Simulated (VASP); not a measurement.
The system is CdS.

```xyz
4
Lattice="4.1400 0.0000 0.0000 -2.0700 3.5853 0.0000 0.0000 0.0000 6.7200" Properties=species:S:1:pos:R:3 pbc="T T T"
Cd    0.0000    2.3902    0.0000
Cd    2.0700    1.1951    3.3600
S     0.0000    2.3902    2.5334
S     2.0700    1.1951    5.8934
```

The cell was built by a generator and needn't be a form met in nature.

The cell isn't the ideal one: cell and atoms relaxed at 0 GPa.

| Property | Result |
| --- | --- |
| Program | VASP 6.6.1 |
| Task | relaxation of cell and atoms |
| Functional | LDA |
| Potentials or basis | VASP PAW LDA potentials, release 64 (Cd, S) |
| Cutoff | 600 eV |
| k mesh | 9 × 9 × 6 |
| Occupations | gaussian, width 0.01 eV |
| Spin | no spin polarisation |

At the start: pressure -2.3 GPa; volume 24.94 Å³/atom.

Task: Where does the relaxation end?

Result: Over 20 steps the energy falls by 6.8 meV/atom and the volume is 24.03 Å³/atom (-3.6 %); space group P6_3mc (No. 186, to 0.05 Å).

Step by step:
| step | energy change (eV) | largest force (eV/Å) | pressure (GPa) | volume (Å³) |
| --- | --- | --- | --- | --- |
| 1 | 0.0000 | 0.0012 | -2.30 | 99.75 |
| 2 | -0.0220 | 0.0148 | 1.08 | 94.66 |
| 3 | -0.0269 | 0.0090 | -0.03 | 96.13 |
| 4 | -0.0269 | 0.0093 | 0.07 | 96.06 |
| 5 | -0.0269 | 0.0087 | -0.03 | 96.19 |
| 6 | -0.0269 | 0.0089 | -0.05 | 96.20 |
| 7 | -0.0269 | 0.0095 | -0.05 | 96.19 |
| 8 | -0.0270 | 0.0066 | 0.04 | 96.10 |
| 9 | -0.0270 | 0.0079 | 0.02 | 96.10 |
| 10 | -0.0270 | 0.0069 | 0.01 | 96.10 |
| 11 | -0.0270 | 0.0061 | 0.01 | 96.11 |
| 12 | -0.0270 | 0.0067 | 0.00 | 96.13 |
| 13 | -0.0270 | 0.0052 | -0.01 | 96.14 |
| 14 | -0.0270 | 0.0038 | -0.01 | 96.10 |
| 15 | -0.0270 | 0.0032 | 0.01 | 96.11 |
| 16 | -0.0270 | 0.0021 | -0.01 | 96.11 |
| 17 | -0.0270 | 0.0009 | 0.01 | 96.11 |
| 18 | -0.0270 | 0.0044 | 0.00 | 96.15 |
| 19 | -0.0270 | 0.0002 | -0.01 | 96.13 |
| 20 | -0.0270 | 0.0007 | 0.00 | 96.12 |

Final structure:
```
Cd S
1.0
     4.08375    0.00000    0.00000
    -2.04188    3.53663    0.00000
     0.00000    0.00000    6.65535
Cd S
2 2
Cartesian
  0.0000 2.3578 0.0033
  2.0419 1.1789 3.3309
  0.0000 2.3578 2.5058
  2.0419 1.1789 5.8335
```
